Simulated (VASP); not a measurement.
Consider the following.

```xyz
2
Lattice="2.8301 0.0000 0.0000 0.0000 2.8301 0.0000 0.0000 0.0000 3.5486" Properties=species:S:1:pos:R:3 pbc="T T T"
Cu     0.0000     0.0000     0.0000
Au     1.4150     1.4150     1.7743
```

Computed with PBEsol GGA, VASP's PBE PAW potentials (set 64) (plane waves; VASP). Settings: 520 eV cut-off, 14×14×12 Γ-centred mesh, tetrahedra with Blöchl corrections, potentials Cu Au.

Unless said otherwise, spin-orbit coupling is left out, though it shifts the bands of the heavy elements here.

Task: Tabulate the total density of states (states/eV per cell) against energy (eV; zero at the valence-band maximum or, without a gap, the Fermi level).

Result: 
(E (eV), DOS (states/eV)): (-9.93, 0.05); (-9.71, 0.09); (-9.60, 0.11); (-9.38, 0.13); (-9.27, 0.14); (-9.05, 0.17); (-8.94, 0.19); (-8.71, 0.21); (-8.61, 0.23); (-8.38, 0.27); (-8.27, 0.29); (-8.05, 0.35); (-7.94, 0.37); (-7.72, 0.42); (-7.61, 0.44); (-7.39, 0.53); (-7.17, 0.87); (-7.06, 1.45); (-6.84, 1.76); (-6.73, 2.09); (-6.51, 2.69); (-6.40, 2.38); (-6.17, 2.11); (-6.07, 2.71); (-5.84, 4.50); (-5.73, 4.00); (-5.51, 2.97); (-5.40, 3.38); (-5.18, 2.82); (-5.07, 2.92); (-4.85, 3.02); (-4.74, 3.35); (-4.52, 3.15); (-4.30, 3.60); (-4.19, 4.82); (-3.97, 3.03); (-3.86, 2.67); (-3.64, 1.89); (-3.53, 1.65); (-3.31, 1.96); (-3.19, 2.09); (-2.97, 3.16); (-2.86, 5.57); (-2.64, 5.26); (-2.53, 5.15); (-2.31, 7.53); (-2.20, 7.47); (-1.98, 7.17); (-1.76, 6.71); (-1.65, 4.16); (-1.43, 1.19); (-1.32, 0.86); (-1.10, 0.78); (-0.99, 0.69); (-0.77, 0.57); (-0.66, 0.54); (-0.43, 0.52); (-0.32, 0.56); (-0.10, 0.59); (0.01, 0.59); (0.23, 0.61); (0.34, 0.61); (0.56, 0.59); (0.67, 0.57); (0.89, 0.55); (1.11, 0.53); (1.22, 0.52); (1.44, 0.51); (1.55, 0.50); (1.77, 0.48); (1.89, 0.47); (2.10, 0.46); (2.22, 0.44); (2.44, 0.43); (2.55, 0.42); (2.77, 0.42); (2.88, 0.43); (3.10, 0.45); (3.21, 0.46); (3.43, 0.47)
Within 2 eV below the Fermi level the largest weight inside VASP's projection spheres is Cu d, then Au d.

The compound is CuAu in the L1_0 structure. It was relaxed first.
